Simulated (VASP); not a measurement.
All values below come from revPBE GGA, VASP's PBE PAW potentials (set 64) (plane waves; VASP 6.6.1).

A VASP calculation is set up with these files.

### INCAR
```
# general
SYSTEM   =  Os
PREC     =  Accurate
ENCUT    =  520
LREAL    =  .FALSE.   # projection in real space or not
LASPH    =  .TRUE.   # aspherical one-centre terms

# electronic loop
EDIFF    =  1E-6
NELM     =  100   # most electronic steps
ALGO     =  Normal
LMAXMIX  =  6   # l cut-off of mixed one-centre charges

# smearing
ISMEAR   =  1
SIGMA    =  0.1   # width (eV)

# functional
GGA      =  RE   # revPBE

# ions
IBRION   =  2   # conjugate gradients
NSW      =  60   # most ionic steps
ISIF     =  3
EDIFFG   =  -0.01   # ionic stop

# output
LWAVE    =  .FALSE.
LCHARG   =  .FALSE.
```

File POSCAR:
```
Os
1
    1.3807852978    -2.3915899255     0.0000000000
    1.3807852978     2.3915899255     0.0000000000
   -0.0000000000     0.0000000000     4.3507980566
Os
2
Direct
  0.3333330000   0.6666670000   0.2500000000
  0.6666670000   0.3333330000   0.7500000000
```

KPOINTS:
```
Automatic mesh
0
Gamma
14 14 8
0 0 0
```

POTCAR, in this order: Os (PBE.64 set). Program: vasp_std.

Unless said otherwise, spin-orbit coupling is left out, though it shifts the bands of the heavy elements here.

Q: Estimate the energy per atom (σ→0), band gap (on the k-mesh).

A: 
* **energy per atom (σ→0)**: -10728 meV/atom
* **band gap (on the k-mesh)**: none (metal, semimetal or under 0.01 eV)

OSZICAR:
```
...
DAV:   6    -0.217782470166E+02    0.10671E+01   -0.11971E+00  3088   0.100E+01    0.970E+00
DAV:   7    -0.214644851932E+02    0.31376E+00   -0.85427E-01  3304   0.835E+00    0.400E-01
DAV:   8    -0.214592782939E+02    0.52069E-02   -0.76326E-03  2944   0.726E-01    0.271E-01
DAV:   9    -0.214571830298E+02    0.20953E-02   -0.14378E-03  3148   0.464E-01    0.535E-02
DAV:  10    -0.214572262080E+02   -0.43178E-04   -0.73197E-05  3144   0.895E-02    0.104E-02
DAV:  11    -0.214571899165E+02    0.36292E-04   -0.80915E-06  2980   0.334E-02    0.105E-03
DAV:  12    -0.214571893497E+02    0.56679E-06   -0.14671E-07  1528   0.448E-03
   1 F= -.21457189E+02 E0= -.21456722E+02  d E =-.214572E+02
```

The compound is Os in the hcp structure. It was relaxed first. The start is the result of an earlier pass.
